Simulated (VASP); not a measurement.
# ZnO (P6_3mc) in VASP: notebook, part 2 of 2

VASP 6.6.1. The steps go on from the part before.

## Step 4: Single point, PBE

File INCAR:

```
ALGO = Normal
EDIFF = 1E-6
ENCUT = 520
GGA = PE
ISIF = 2
ISMEAR = 0
LASPH = T
LCHARG = T
LELF = T
LREAL = F
LVHAR = T
LWAVE = F
NBANDS = 26
NELM = 100
PREC = Accurate
SIGMA = 0.05
```

File KPOINTS:

```
k-points
0
Gamma
  9 9 6
```

File POSCAR:

```
ZnO
1.0
    3.2790867922      0.0000000000      0.0000000000
   -1.6395433961      2.8397724632      0.0000000000
    0.0000000000      0.0000000000      5.2928719384
Zn O
2 2
Direct
    0.3333333333      0.6666666667      0.0014808809
    0.6666666667      0.3333333333      0.5014808809
    0.3333333333      0.6666666667      0.3806191191
    0.6666666667      0.3333333333      0.8806191191
```

Potentials or basis: VASP PAW PBE potentials, release 64 (Zn, O).

Launch:

```bash
$ cat potpaw_PBE.64/Zn/POTCAR potpaw_PBE.64/O/POTCAR > POTCAR
$ mpirun -np 1 vasp_std > vasp.out
```

OUTCAR:

```text
EDIFF = 1E-6
   ENCUT = 520
   GGA = PE
   ISIF = 2
   ISMEAR = 0
   LASPH = T
   LREAL = F
   NELM = 100
   PREC = Accurate

 ion  position               nearest neighbor table
   1  0.333  0.667  0.001-   4 2.00   4 2.00   4 2.00   3 2.01
   2  0.667  0.333  0.501-   3 2.00   3 2.00   3 2.00   4 2.01
   3  0.333  0.667  0.381-   2 2.00   2 2.00   2 2.00   1 2.01
   4  0.667  0.333  0.881-   1 2.00   1 2.00   1 2.00   2 2.01

  LATTYP: Found a hexagonal cell.
 ALAT       =     3.2790867922
 C/A-ratio  =     1.6141298702

  Lattice vectors:

 A1 = (   3.2790867922,   0.0000000000,   0.0000000000)
 A2 = (  -1.6395433961,   2.8397724632,   0.0000000000)
 A3 = (   0.0000000000,   0.0000000000,   5.2928719384)

Analysis of symmetry for initial positions (statically):
=====================================================================
 Subroutine PRICEL returns:
 Original cell was already a primitive cell.

 Routine SETGRP: Setting up the symmetry group for a
 hexagonal supercell.

[... 169 lines left out ...]
  free energy    TOTEN  =       -17.86070385 eV

  energy without entropy =      -17.86070385  energy(sigma->0) =      -17.86070385

 E-fermi :   1.1398     XC(G=0): -10.7272

 val. band max:        0.8983072794   @ k =   0.0000   0.0000   0.0000
 cond. band min:       1.6264414339   @ k =   0.0000   0.0000   0.0000
 fundamental gap:      0.7281341545
 Fermi energy:         1.1397588486

 k-point     1 :       0.0000    0.0000    0.0000
  band No.  band energies     occupation
      1     -16.9226      2.00000
      2     -16.2548      2.00000
      3      -4.6406      2.00000
      4      -4.6406      2.00000
      5      -4.6003      2.00000
      6      -4.4868      2.00000
[... 685 lines left out ...]
     25      14.1796      0.00000
     26      14.9501      0.00000

 [... further k-points ...]

------------------------ aborting loop because EDIFF is reached ----------------------------------------

  FORCE on cell =-STRESS in cart. coord.  units (eV):
  Direction    XX          YY          ZZ          XY          YZ          ZX
  --------------------------------------------------------------------------------------
  -------------------------------------------------------------------------------------
  Total        0.2947156      0.2947156      0.2863227      0.0000000     -0.0000000     -0.0000000
  in kB        9.5804503      9.5804503      9.3076165      0.0000000     -0.0000000     -0.0000000
  external PRESSURE =       9.4895057 kB  Pullay stress =       0.0000000 kB

 VOLUME and BASIS-vectors are now :
 -----------------------------------------------------------------------------
  energy-cutoff  :      520.00
  volume of cell :       49.29
      direct lattice vectors                 reciprocal lattice vectors
     3.279086792  0.000000000  0.000000000     0.304962956  0.176070445  0.000000000
    -1.639543396  2.839772463  0.000000000     0.000000000  0.352140889  0.000000000
     0.000000000  0.000000000  5.292871938     0.000000000  0.000000000  0.188933345

 POSITION                                       TOTAL-FORCE (eV/Angst)
 -----------------------------------------------------------------------------------
     -0.00000      1.89318      0.00784        -0.000000      0.000000      0.002664
      1.63954      0.94659      2.65427         0.000000     -0.000000      0.002664
     -0.00000      1.89318      2.01457         0.000000      0.000000     -0.002664
      1.63954      0.94659      4.66100        -0.000000      0.000000     -0.002664
 -----------------------------------------------------------------------------------
    total drift:                               -0.000001     -0.000001     -0.001452

  FREE ENERGIE OF THE ION-ELECTRON SYSTEM (eV)
  ---------------------------------------------------
  free  energy   TOTEN  =       -17.8607038518 eV

  energy  without entropy=      -17.8607038518  energy(sigma->0) =      -17.86070385
```

OSZICAR:

```text
N       E                     dE             d eps       ncg     rms          rms(c)
DAV:   1     0.292240320969E+03    0.29224E+03   -0.18139E+04  2552   0.200E+03
DAV:   2     0.109810359069E+02   -0.28126E+03   -0.26356E+03  2644   0.406E+02
DAV:   3    -0.204689704507E+02   -0.31450E+02   -0.31017E+02  2772   0.138E+02
DAV:   4    -0.211017759283E+02   -0.63281E+00   -0.63142E+00  2718   0.200E+01
DAV:   5    -0.211049621977E+02   -0.31863E-02   -0.31861E-02  2736   0.148E+00    0.141E+01
DAV:   6    -0.176970165741E+02    0.34079E+01   -0.67563E+00  3968   0.626E+01    0.849E+00
DAV:   7    -0.178995347288E+02   -0.20252E+00   -0.29406E+00  2616   0.172E+01    0.512E+00
DAV:   8    -0.179087670527E+02   -0.92323E-02   -0.52000E-01  3598   0.740E+00    0.163E+00
DAV:   9    -0.178580032743E+02    0.50764E-01   -0.10404E-01  3604   0.631E+00    0.298E-01
DAV:  10    -0.178605661264E+02   -0.25629E-02   -0.35897E-02  2538   0.133E+00    0.124E-01
DAV:  11    -0.178606776200E+02   -0.11149E-03   -0.65055E-04  2750   0.436E-01    0.413E-02
DAV:  12    -0.178606968920E+02   -0.19272E-04   -0.17777E-04  3102   0.388E-01    0.156E-02
DAV:  13    -0.178607085229E+02   -0.11631E-04   -0.35286E-05  2794   0.997E-02    0.189E-02
DAV:  14    -0.178607040330E+02    0.44899E-05   -0.16608E-05  2752   0.358E-02    0.194E-03
DAV:  15    -0.178607038518E+02    0.18122E-06   -0.12426E-06  1766   0.986E-03
   1 F= -.17860704E+02 E0= -.17860704E+02  d E =-.865289E-14
```

stdout:

```text
POSCAR found type information on POSCAR ZnO
 POSCAR found :  2 types and       4 ions
 scaLAPACK will be used
 LDA part: xc-table for (Slater+PW92), standard interpolation
 POSCAR, INCAR and KPOINTS ok, starting setup
 FFT: planning ... GRIDC
 FFT: planning ... GRID_SOFT
 FFT: planning ... GRID
 WAVECAR not read
 entering main loop
```

Wall time 38 s (1 thread of Intel Xeon Platinum 8259CL at 2.50GHz (Skylake/Cascade Lake), shared host); peak memory 0.19 GiB.

Results:

```
Free energy            : -17.8607 eV
Pressure               : 0.9 GPa
Band gap on the k mesh : 0.73 eV, direct
```

Forces in eV/Å, atoms in the order of the input:
```
Zn   0.000  0.000  0.003
Zn   0.000  0.000  0.003
O    0.000  0.000 -0.003
O    0.000  0.000 -0.003
```

Levels at points of the mesh, in eV from the valence-band top:
| k point | band 16 | band 17 | band 18 | band 19 | band 20 | band 21 |
| --- | --- | --- | --- | --- | --- | --- |
| (0.00, 0.00, 0.00) | -0.08 | 0.00 | 0.00 | 0.73 | 5.09 | 8.07 |
| (0.00, 0.00, 0.50) | -0.37 | -0.37 | -0.37 | 3.36 | 3.36 | 9.91 |

## Step 5: Summary

| task | cell | cutoff (eV) | smearing | gap on the mesh (eV) | pressure (GPa) |
| --- | --- | --- | --- | --- | --- |
| single point | P6_3mc, 12.32 Å³/atom | 520 | gaussian 0.02 eV | 0.73 | 0.9 |
| relaxation of cell and atoms | relaxed | 600 | gaussian 0.02 eV | 0.72 | 0.0 |
| single point | P6_3mc, 12.32 Å³/atom | 520 | gaussian 0.05 eV | 0.73 | 0.9 |

Alike in all rows: level PBE; potentials or basis VASP PAW PBE potentials, release 64 (Zn, O); no spin polarisation; k mesh 9 × 9 × 6.

Absolute energies hang on the potentials; compare differences alone.

## Step 6: Against experiment

Step 2. A measured gap of ZnO is 3.37 eV (quoted in “Electronic structure of alkaline earth and post-transition metal oxides”, 2009, arxiv:0908.1581); the calculated 0.73 eV misses it by -2.64 eV. So large a miss can be the level of theory's own, or it may mean another phase, state or a wrong row. The value is that of PBE, without temperature or zero-point motion. Semilocal functionals fall short of measured gaps as a rule.

Step 4. Against the measured gap of ZnO, 3.37 eV (quoted in “Electronic structure of alkaline earth and post-transition metal oxides”, 2009, arxiv:0908.1581), the calculated 0.73 eV is off by -2.64 eV. So large a miss can be the level of theory's own, or it may mean another phase, state or a wrong row. The value is that of PBE, without temperature or zero-point motion. Semilocal functionals fall short of measured gaps as a rule.
